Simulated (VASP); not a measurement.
# How precision settings and SCF solver change a VASP run on B2Ru

A convergence test on B2Ru: the precision settings and SCF solver. The series runs use LDA. The precision settings tried: PREC = Low; PREC = Medium; PREC = Normal; PREC = Single; PREC = Accurate; LREAL = Auto; ADDGRID = .TRUE.; LASPH = .FALSE.. The SCF solver tried: ALGO = Normal; ALGO = Fast; ALGO = VeryFast; ALGO = All; ALGO = Damped; AMIX = 0.1, BMIX = 0.01; AMIX = 0.8; IMIX = 1, AMIX = 0.2. The start is a cell from a database of measured crystal structures.

Main program and level: VASP 6.6.1; LDA; plane waves and PAW (B, Ru_pv).

### 1. Set-up

Symmetry: Pmmn, No. 59, orthorhombic system. The conventional cell has a = 2.865 Å, b = 4.645 Å, c = 4.045 Å, α = 90.00°, β = 90.00°, γ = 90.00°. B has 3 B at 1.77 to 1.90 Å and 4 Ru at 2.16 to 2.25 Å nearest. Ru has 8 B at 2.16 to 2.25 Å nearest. Farther neighbours are not listed.

Coordinates:

```cif
data_structure
_symmetry_space_group_name_H-M 'Pmmn:1'
_symmetry_Int_Tables_number 59
_cell_length_a 2.8650
_cell_length_b 4.6450
_cell_length_c 4.0450
_cell_angle_alpha 90.000
_cell_angle_beta 90.000
_cell_angle_gamma 90.000
_cell_volume 53.83
loop_
_atom_site_label
_atom_site_type_symbol
_atom_site_symmetry_multiplicity
_atom_site_Wyckoff_symbol
_atom_site_fract_x
_atom_site_fract_y
_atom_site_fract_z
_atom_site_occupancy
B1 B 4 e 0.00000 0.80900 0.36100 1
Ru1 Ru 2 a 0.00000 0.00000 0.84920 1
```

### 2. Precision settings: PREC = Low

PREC sets the FFT grids, and LREAL, ADDGRID and LASPH trade speed for accuracy. LDA, the lowest rung, knows the local density alone.

INCAR

```
SYSTEM = B2Ru
PREC = Low
ENCUT = 420
EDIFF = 1E-06
NELM = 100
ISMEAR = -1
SIGMA = 0.05
LREAL = .FALSE.
ALGO = Normal
GGA = CA
NBANDS = 26
LASPH = .TRUE.
LORBIT = 11
LWAVE = .FALSE.
LCHARG = .FALSE.
KPAR = 4
ISIF = 2
```

POSCAR

```
B2Ru
1.0
    2.8650000000      0.0000000000      0.0000000000
    0.0000000000      4.6450000000      0.0000000000
    0.0000000000      0.0000000000      4.0450000000
B Ru
4 2
Direct
    0.0000000000      0.8090000000      0.3610000000
    0.0000000000      0.1910000000      0.3610000000
    0.5000000000      0.3090000000      0.6390000000
    0.5000000000      0.6910000000      0.6390000000
    0.0000000000      0.0000000000      0.8492000000
    0.5000000000      0.5000000000      0.1508000000
```

KPOINTS

```
Automatic mesh
0
Gamma
7 4 5
0 0 0
```

PAW data sets: B and Ru_pv (PBE family, release 64).

The run is started by

```
mpirun -np 4 vasp_std
```

Log:

```text
[banner, memory and clock lines left out]
running    4 mpi-ranks, on    1 nodes
 distrk:  each k-point on    1 cores,    4 groups
 distr:  one band on    1 cores,    1 groups

 POSCAR found type information on POSCAR B Ru
 POSCAR found :  2 types and       6 ions
|                                                                             |
|               ----> ADVICE to this user running VASP <----                  |
|                                                                             |
|     You enforced a specific xc type in the INCAR file but a different       |
|     [... a line on the potential file left out ...]
|     I HOPE YOU KNOW WHAT YOU ARE DOING!                                     |
|                                                                             |

 LDA part: xc-table for (Slater(with rela. corr.)+CA(PZ))
 , standard interpolation
 POSCAR, INCAR and KPOINTS ok, starting setup
 FFT: planning ... GRIDC
 FFT: planning ... GRID_SOFT
 FFT: planning ... GRID
 WAVECAR not read
 entering main loop
       N       E                     dE             d eps       ncg     rms          rms(c)
DAV:   1     0.289702573280E+03    0.28970E+03   -0.19751E+04  1880   0.134E+03
DAV:   2    -0.460664758946E+02   -0.33577E+03   -0.32896E+03  1986   0.403E+02
DAV:   3    -0.592855383520E+02   -0.13219E+02   -0.13028E+02  2302   0.749E+01
DAV:   4    -0.594548321846E+02   -0.16929E+00   -0.16863E+00  2272   0.818E+00
DAV:   5    -0.594571460199E+02   -0.23138E-02   -0.23132E-02  2308   0.969E-01    0.384E+01
DAV:   6    -0.545667937036E+02    0.48904E+01   -0.54964E+01  2060   0.558E+01    0.981E+00
DAV:   7    -0.527177099837E+02    0.18491E+01   -0.15600E+01  2028   0.300E+01    0.694E+00
DAV:   8    -0.526049308322E+02    0.11278E+00   -0.51638E-01  2090   0.520E+00    0.192E+00
DAV:   9    -0.525974036611E+02    0.75272E-02   -0.39225E-02  2146   0.121E+00    0.280E-01
DAV:  10    -0.525964697437E+02    0.93392E-03   -0.52763E-03  2156   0.555E-01    0.853E-02
DAV:  11    -0.525964581394E+02    0.11604E-04   -0.33123E-04  2116   0.134E-01    0.238E-02
DAV:  12    -0.525964593665E+02   -0.12270E-05   -0.20331E-05  2278   0.340E-02    0.122E-02
DAV:  13    -0.525964577916E+02    0.15748E-05   -0.68226E-06  1982   0.192E-02    0.155E-03
DAV:  14    -0.525964577973E+02   -0.56616E-08   -0.35546E-07  1014   0.457E-03
   1 F= -.52596458E+02 E0= -.52591889E+02  d E =-.913776E-02
```

Wall time 5.8 s (4 MPI ranks of AMD EPYC 7R43, shared host); peak memory 0.38 GiB.

The logs omit lines about the potential files and the build; timing stands in the text.

OUTCAR, selected parts (step 2):

```text
ion  position               nearest neighbor table
   1  0.000  0.809  0.361-   2 1.77   4 1.90   4 1.90   5 2.16   6 2.20   6 2.20   5 2.25
   2  0.000  0.191  0.361-   1 1.77   3 1.90   3 1.90   5 2.16   6 2.20   6 2.20   5 2.25
   3  0.500  0.309  0.639-   4 1.77   2 1.90   2 1.90   6 2.16   5 2.20   5 2.20   6 2.25
   4  0.500  0.691  0.639-   3 1.77   1 1.90   1 1.90   6 2.16   5 2.20   5 2.20   6 2.25
   5  0.000  0.000  0.849-   1 2.16   2 2.16   3 2.20   4 2.20   3 2.20   4 2.20   1 2.25   2 2.25
                             6 2.99   6 2.99   6 2.99   6 2.99
   6  0.500  0.500  0.151-   3 2.16   4 2.16   1 2.20   2 2.20   1 2.20   2 2.20   3 2.25   4 2.25
                             5 2.99   5 2.99   5 2.99   5 2.99

  LATTYP: Found a simple orthorhombic cell.
 ALAT       =     2.8650000000
 B/A-ratio  =     1.4118673647
 C/A-ratio  =     1.6212914485

 Subroutine GETGRP returns: Found  8 space group operations
 (whereof  4 operations were pure point group operations)

The static configuration has the point symmetry C_2v.
 The point group associated with its full space group is D_2h.

 Found     36 irreducible k-points:

   k-points           NKPTS =     36   k-points in BZ     NKDIM =     36   number of bands    NBANDS=     26

   dimension x,y,z NGX =    14 NGY =   24 NGZ =   20
   dimension x,y,z NGXF=    16 NGYF=   28 NGZF=   24

   ENCUT  =  420.0 eV  30.87 Ry    5.56 a.u.   4.79  7.76  6.76*2*pi/ulx,y,z

   NELECT =      40.0000    total number of electrons

 k-points in reciprocal lattice and weights: Automatic mesh
   0.00000000  0.00000000  0.00000000       0.007
   0.14285714  0.00000000  0.00000000       0.014
   0.28571429  0.00000000  0.00000000       0.014
   0.42857143  0.00000000  0.00000000       0.014
   0.00000000  0.25000000  0.00000000       0.014
   0.14285714  0.25000000  0.00000000       0.029
   0.28571429  0.25000000  0.00000000       0.029
   0.42857143  0.25000000  0.00000000       0.029
   0.00000000  0.50000000  0.00000000       0.007
[...]
0.28571429  0.50000000  0.40000000       0.029
   0.42857143  0.50000000  0.40000000       0.029

 average (electrostatic) potential at core
       1 -22.6285       2 -22.6285       3 -22.6285       4 -22.6285       5 -69.8866
       6 -69.8866

 E-fermi :  10.2458

 k-point     1 :       0.0000    0.0000    0.0000
  band No.  band energies     occupation
    ...
     16       7.2071      2.00000
     17       7.2980      2.00000
     18       8.1176      2.00000
     19       8.5778      2.00000
     20       9.2177      2.00000
     21      10.3071      0.45326
     22      12.1054      0.00000
     23      14.1425      0.00000
     24      14.6629      0.00000
     25      14.7024      0.00000
    ...

 k-point     2 :       0.1429    0.0000    0.0000
  band No.  band energies     occupation
    ...
     16       6.5264      2.00000
     17       7.0068      2.00000
     18       7.9984      2.00000
     19       8.5825      2.00000
     20       9.7523      1.99990
     21      10.5240      0.00763
     22      12.0230      0.00000
     23      13.9216      0.00000
     24      14.0668      0.00000
     25      15.0804      0.00000
    ...

 k-point     3 :       0.2857    0.0000    0.0000
  band No.  band energies     occupation
    ...
     15       5.6713      2.00000
     16       5.8135      2.00000
     17       7.1149      2.00000
     18       7.5743      2.00000
     19       9.2017      2.00000
     20      10.7426      0.00010
     21      11.0238      0.00000
     22      11.7249      0.00000
     23      13.0442      0.00000
     24      13.5731      0.00000
    ...

  Total       -3.7712276     -2.3291111     -3.3107215      0.0000000      0.0000000      0.0000000
  in kB     -112.2443410    -69.3221344    -98.5381396      0.0000000      0.0000000      0.0000000
  external PRESSURE =     -93.3682050 kB  Pullay stress =       0.0000000 kB

  energy-cutoff  :      420.00
  volume of cell :       53.83
      direct lattice vectors                 reciprocal lattice vectors
     2.865000000  0.000000000  0.000000000     0.349040140  0.000000000  0.000000000
     0.000000000  4.645000000  0.000000000     0.000000000  0.215285253  0.000000000
     0.000000000  0.000000000  4.045000000     0.000000000  0.000000000  0.247218789

 POSITION                                       TOTAL-FORCE (eV/Angst)
 -----------------------------------------------------------------------------------
      0.00000      3.75780      1.46024        -0.000000     -0.426492      0.124296
      0.00000      0.88720      1.46024         0.000000      0.426492      0.124296
      1.43250      1.43530      2.58476         0.000000     -0.426492     -0.124296
      1.43250      3.20970      2.58476         0.000000      0.426492     -0.124296
      0.00000      0.00000      3.43501         0.000000      0.000000     -0.425742
      1.43250      2.32250      0.60999         0.000000      0.000000      0.425742
 -----------------------------------------------------------------------------------
    total drift:                                0.000000      0.000000      0.000000

  FREE ENERGIE OF THE ION-ELECTRON SYSTEM (eV)
  ---------------------------------------------------
  free  energy   TOTEN  =       -52.5964577973 eV

  energy  without entropy=      -52.5873200345  energy(sigma->0) =      -52.59188892

 total charge
# of ion       s       p       d       tot
------------------------------------------
    1        0.674   1.206   0.000   1.879
    2        0.674   1.206   0.000   1.879
    3        0.674   1.206   0.000   1.879
    4        0.674   1.206   0.000   1.879
    5        0.369   6.403   6.128  12.899
    6        0.369   6.403   6.128  12.899
--------------------------------------------------
tot          3.432  17.628  12.255  33.315

[... 3 further parts left out ...]
```

The k-mesh is coarse for a metal. The PAW data sets were made with PBE, though LDA sets exist; this is a small mismatch.

This step gave:

- electronic steps: 14
- electrons: 40
- bands: 26
- irreducible k points: 36
- symmetry operations: 8
- free energy (TOTEN): -52.5965 eV
- energy at zero smearing: -52.5919 eV
- Fermi energy: 10.25 eV
- pressure: -9.337 GPa
- metallic: yes

The series starts at -8.7653 eV an atom and -9.34 GPa, after 14 cycles in 5.8 s.

### 3. Precision settings: PREC = Medium

Changes to INCAR since step 2:

```diff
@@ -1,3 +1,3 @@
 SYSTEM = B2Ru
-PREC = Low
+PREC = Medium
 ENCUT = 420
```

POSCAR is that of step 2.

KPOINTS is that of step 2.

The run is started by

```
mpirun -np 4 vasp_std
```

Log:

```text
[banner, memory and clock lines left out]
running    4 mpi-ranks, on    1 nodes
[...]
[... a notice as in an earlier step ...]

 LDA part: xc-table for (Slater(with rela. corr.)+CA(PZ))
 , standard interpolation
 POSCAR, INCAR and KPOINTS ok, starting setup
[...]
entering main loop
       N       E                     dE             d eps       ncg     rms          rms(c)
DAV:   1     0.289702150726E+03    0.28970E+03   -0.19751E+04  1880   0.134E+03
DAV:   2    -0.460668130403E+02   -0.33577E+03   -0.32896E+03  1986   0.403E+02
DAV:   3    -0.592857936467E+02   -0.13219E+02   -0.13028E+02  2302   0.749E+01
DAV:   4    -0.594550861302E+02   -0.16929E+00   -0.16863E+00  2272   0.818E+00
[...]
DAV:  12    -0.525968454906E+02   -0.12300E-05   -0.20326E-05  2278   0.340E-02    0.122E-02
DAV:  13    -0.525968439153E+02    0.15753E-05   -0.68255E-06  1982   0.192E-02    0.155E-03
DAV:  14    -0.525968439210E+02   -0.57062E-08   -0.35569E-07  1014   0.457E-03
   1 F= -.52596844E+02 E0= -.52592275E+02  d E =-.913735E-02
```

Elapsed: 5.8 s, on 4 MPI ranks; peak memory 0.41 GiB.

Parts of OUTCAR (step 3):

```text
  Total       -3.7358768     -2.3482115     -3.2910691      0.0000000      0.0000000      0.0000000
  in kB     -111.1921832    -69.8906242    -97.9532185      0.0000000      0.0000000      0.0000000
  external PRESSURE =     -93.0120086 kB  Pullay stress =       0.0000000 kB

 POSITION                                       TOTAL-FORCE (eV/Angst)
 -----------------------------------------------------------------------------------
      0.00000      3.75780      1.46024        -0.000000     -0.426404      0.124080
      0.00000      0.88720      1.46024        -0.000000      0.426404      0.124080
      1.43250      1.43530      2.58476         0.000000     -0.426404     -0.124080
      1.43250      3.20970      2.58476        -0.000000      0.426404     -0.124080
      0.00000      0.00000      3.43501        -0.000000      0.000000     -0.419205
      1.43250      2.32250      0.60999        -0.000000      0.000000      0.419205
 -----------------------------------------------------------------------------------
    total drift:                                0.000000      0.000000      0.000000

  FREE ENERGIE OF THE ION-ELECTRON SYSTEM (eV)
  ---------------------------------------------------
  free  energy   TOTEN  =       -52.5968439210 eV

  energy  without entropy=      -52.5877065661  energy(sigma->0) =      -52.59227524

[... 2 parts as in an earlier step ...]

[... 1 further part left out ...]
[key lines of the parts left out:]
E-fermi :  10.2458
```

Against the first of the series the energy moves by -0.06 meV an atom and the pressure by +0.04 GPa, after 14 cycles in 5.8 s.

### 4. Precision settings: PREC = Normal

Changes to INCAR since step 3:

```diff
@@ -1,3 +1,3 @@
 SYSTEM = B2Ru
-PREC = Medium
+PREC = Normal
 ENCUT = 420
```

POSCAR is that of step 3.

KPOINTS is that of step 3.

The run is started by

```
mpirun -np 4 vasp_std
```

Log:

```text
[... set-up lines as in an earlier step ...]
 entering main loop
       N       E                     dE             d eps       ncg     rms          rms(c)
DAV:   1     0.289702273994E+03    0.28970E+03   -0.19751E+04  1880   0.134E+03
DAV:   2    -0.460667058921E+02   -0.33577E+03   -0.32896E+03  1986   0.403E+02
DAV:   3    -0.592856841919E+02   -0.13219E+02   -0.13028E+02  2302   0.749E+01
DAV:   4    -0.594549768855E+02   -0.16929E+00   -0.16863E+00  2272   0.818E+00
[...]
DAV:  12    -0.525966894778E+02   -0.12305E-05   -0.20325E-05  2278   0.340E-02    0.122E-02
DAV:  13    -0.525966879009E+02    0.15769E-05   -0.68259E-06  1982   0.192E-02    0.155E-03
DAV:  14    -0.525966879061E+02   -0.52305E-08   -0.35574E-07  1014   0.457E-03
   1 F= -.52596688E+02 E0= -.52592119E+02  d E =-.913705E-02
```

Elapsed: 5.8 s, on 4 MPI ranks; peak memory 0.43 GiB; 20 s of CPU time.

Parts of OUTCAR (step 4):

```text
  Total       -3.7332245     -2.3609125     -3.3053175      0.0000000      0.0000000      0.0000000
  in kB     -111.1132406    -70.2686481    -98.3773000      0.0000000      0.0000000      0.0000000
  external PRESSURE =     -93.2530629 kB  Pullay stress =       0.0000000 kB

 POSITION                                       TOTAL-FORCE (eV/Angst)
 -----------------------------------------------------------------------------------
      0.00000      3.75780      1.46024         0.000000     -0.426281      0.124064
      0.00000      0.88720      1.46024         0.000000      0.426281      0.124064
      1.43250      1.43530      2.58476         0.000000     -0.426281     -0.124064
      1.43250      3.20970      2.58476         0.000000      0.426281     -0.124064
      0.00000      0.00000      3.43501         0.000000      0.000000     -0.419533
      1.43250      2.32250      0.60999         0.000000      0.000000      0.419533
 -----------------------------------------------------------------------------------
    total drift:                                0.000000      0.000000      0.000000

  FREE ENERGIE OF THE ION-ELECTRON SYSTEM (eV)
  ---------------------------------------------------
  free  energy   TOTEN  =       -52.5966879061 eV

  energy  without entropy=      -52.5875508520  energy(sigma->0) =      -52.59211938

[... 2 parts as in an earlier step ...]

[... 1 further part left out ...]
[key lines of the parts left out:]
E-fermi :  10.2458
```

Against the first of the series the energy moves by -0.04 meV an atom and the pressure by +0.01 GPa, after 14 cycles in 5.8 s.

### 5. Precision settings: PREC = Single

Changes to INCAR since step 4:

```diff
@@ -1,3 +1,3 @@
 SYSTEM = B2Ru
-PREC = Normal
+PREC = Single
 ENCUT = 420
```

POSCAR is that of step 4.

KPOINTS is that of step 4.

The run is started by

```
mpirun -np 4 vasp_std
```

Log:

```text
[... set-up lines as in an earlier step ...]
 entering main loop
       N       E                     dE             d eps       ncg     rms          rms(c)
DAV:   1     0.289702378324E+03    0.28970E+03   -0.19751E+04  1880   0.134E+03
DAV:   2    -0.460666444250E+02   -0.33577E+03   -0.32896E+03  1986   0.403E+02
DAV:   3    -0.592855912438E+02   -0.13219E+02   -0.13028E+02  2302   0.749E+01
DAV:   4    -0.594548861302E+02   -0.16929E+00   -0.16864E+00  2272   0.818E+00
[...]
DAV:  12    -0.525965026476E+02   -0.12299E-05   -0.20323E-05  2278   0.340E-02    0.122E-02
DAV:  13    -0.525965010719E+02    0.15757E-05   -0.68268E-06  1982   0.192E-02    0.155E-03
DAV:  14    -0.525965010771E+02   -0.51614E-08   -0.35583E-07  1014   0.457E-03
   1 F= -.52596501E+02 E0= -.52591933E+02  d E =-.913685E-02
```

Run time: 9.6 s. Hardware: 4 MPI ranks; peak memory 0.42 GiB; 36 s of CPU time.

Parts of OUTCAR (step 5):

```text
  Total       -3.7233053     -2.3465484     -3.3025021      0.0000000      0.0000000      0.0000000
  in kB     -110.8180138    -69.8411255    -98.2935042      0.0000000      0.0000000      0.0000000
  external PRESSURE =     -92.9842145 kB  Pullay stress =       0.0000000 kB

 POSITION                                       TOTAL-FORCE (eV/Angst)
 -----------------------------------------------------------------------------------
      0.00000      3.75780      1.46024         0.000000     -0.426398      0.124098
      0.00000      0.88720      1.46024         0.000000      0.426398      0.124098
      1.43250      1.43530      2.58476         0.000000     -0.426398     -0.124098
      1.43250      3.20970      2.58476        -0.000000      0.426398     -0.124098
      0.00000      0.00000      3.43501         0.000000      0.000000     -0.423560
      1.43250      2.32250      0.60999         0.000000      0.000000      0.423560
 -----------------------------------------------------------------------------------
    total drift:                               -0.000000      0.000000      0.000000

  FREE ENERGIE OF THE ION-ELECTRON SYSTEM (eV)
  ---------------------------------------------------
  free  energy   TOTEN  =       -52.5965010771 eV

  energy  without entropy=      -52.5873642311  energy(sigma->0) =      -52.59193265

[... 2 parts as in an earlier step ...]

[... 1 further part left out ...]
[key lines of the parts left out:]
E-fermi :  10.2458
```

Against the first of the series the energy moves by -0.01 meV an atom and the pressure by +0.04 GPa, after 14 cycles in 9.6 s.

[end of part 1 of 3]

[Lines on the potential files, build, host, timing and source positions are cut from VASP's logs without a mark.]

[Logs are printed without paths, hosts, clocks, repeated set-up lines and the standing remarks that a program may print on its own settings, such as how far it seeks lower states.]

[Hosts, paths, dates, database ids (printed as entryN), source tags and the programs' standing remarks are cut or masked in the printed files.]

[A measured line is paired with the nearest computed mode of its activity, which favours agreement.]
